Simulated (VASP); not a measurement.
Here is a VASP 6.6.1 calculation.

File INCAR:

```
ALGO     = Normal         # electronic algorithm
EDIFF    = 1E-7           # SCF threshold, eV
EDIFFG   = -0.002         # ionic threshold
ENCUT    = 520            # plane-wave cutoff, eV
GGA      = PS             # functional
IBRION   = 2              # ionic algorithm
ISIF     = 3              # what is computed and relaxed
ISMEAR   = 0              # smearing method
ISPIN    = 2              # spin polarisation
LASPH    = T              # aspherical terms in the spheres
LCHARG   = F              # write CHGCAR
LMAXMIX  = 4              # l up to which the mixer works
LORBIT   = 11             # projections on sites
LREAL    = F              # projectors in reciprocal space
LWAVE    = F              # write WAVECAR
MAGMOM   = 5 -5 0 0       # initial moments
NELM     = 150            # most SCF steps
NSW      = 80             # ionic steps
PREC     = Accurate       # precision mode
SIGMA    = 0.02           # smearing width, eV
```

Contents of KPOINTS:

```
k-points
0
Gamma
  6 6 4
```

The input POSCAR:

```
MnSe
1.0
    0.0000000000      2.7200000000     -2.7200000000
    0.0000000000      2.7200000000      2.7200000000
    5.4400000000      0.0000000000      0.0000000000
Mn Se
2 2
Direct
    0.0000000000      0.0000000000      0.0000000000
    0.5000000000      0.5000000000      0.5000000000
    0.0000000000      1.0000000000      0.5000000000
    0.5000000000      1.5000000000      1.0000000000
```

Potentials or basis: VASP PAW PBE potentials, release 64 (Mn_pv, Se).

Launch:

```bash
$ cat potpaw_PBE.64/Mn_pv/POTCAR potpaw_PBE.64/Se/POTCAR > POTCAR
$ mpirun -np 1 vasp_std > vasp.out
```

(1) Estimate the relaxed cell.

(2) What does it give for the relaxed volume?

Answers

(1) a = 3.722 Å, b = 3.722 Å, c = 5.258 Å, α = 90.00°, β = 90.00°, γ = 90.00°.

(2) 18.21 Å³/atom.

Caveat: the PAW data sets were made with another functional, which shifts forces and pressure a little.
